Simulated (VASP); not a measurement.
The input files of a VASP run:

**INCAR**
```
SYSTEM=HfTe
PREC=Accurate; ENCUT=400; LREAL=.FALSE.
LASPH=.TRUE.
EDIFF=1E-7; NELM=100; ALGO=Normal
LMAXMIX=6
ISMEAR=-5
GGA=PS
ISIF=2
LWAVE=.FALSE.; LCHARG=.TRUE.; LORBIT=11
NEDOS=601
```

**KPOINTS**
```
Automatic mesh
0
Gamma
12 12 12
0 0 0
```

File POSCAR:
```
HfTe
6.9794450
  0.5000000294   0.0000000000   0.0000000000
  0.0000000000   0.5000000294   0.0000000000
  0.0000000000   0.0000000000   0.5000000294
Hf Te
1 1
direct
  0.0000000000   0.0000000000   0.0000000000
  0.5000000000   0.5000000000   0.5000000000
```

POTCAR, in this order: Hf_pv Te (PBE.64 set). Program: vasp_std.

Task: Write an equivalent input for Quantum ESPRESSO's pw.x.

Result: One equivalent input (not run):
```
&CONTROL
  calculation = 'scf'
  pseudo_dir = './pseudo'
  outdir = './out'
  tprnfor = .true.
  tstress = .true.
/
&SYSTEM
  ibrav = 0
  nat = 2
  ntyp = 2
  ecutwfc = 82.3
  occupations = 'tetrahedra'
  input_dft = 'pbesol'
/
&ELECTRONS
  conv_thr = 7.3e-09
  electron_maxstep = 100
/
ATOMIC_SPECIES
  Hf 178.490 Hf.upf
  Te 127.600 Te.upf
CELL_PARAMETERS angstrom
     3.4897227    0.0000000    0.0000000
     0.0000000    3.4897227    0.0000000
     0.0000000    0.0000000    3.4897227
ATOMIC_POSITIONS crystal
  Hf   0.0000000  0.0000000  0.0000000
  Te   0.5000000  0.5000000  0.5000000
K_POINTS automatic
  12 12 12 0 0 0
```
What does not carry over: the potentials are each code's own (VASP's PAW set, PseudoDojo norm-conserving files in pw.x), so ENCUT and ecutwfc are chosen apart and not converted; conv_thr bounds pw.x's estimated SCF error, while EDIFF bounds the energy change between steps.

The structure was generated: HfTe was put into the CsCl type type (Pm-3m), which need not be its known phase. It was relaxed first, which changed the volume by -37 %.
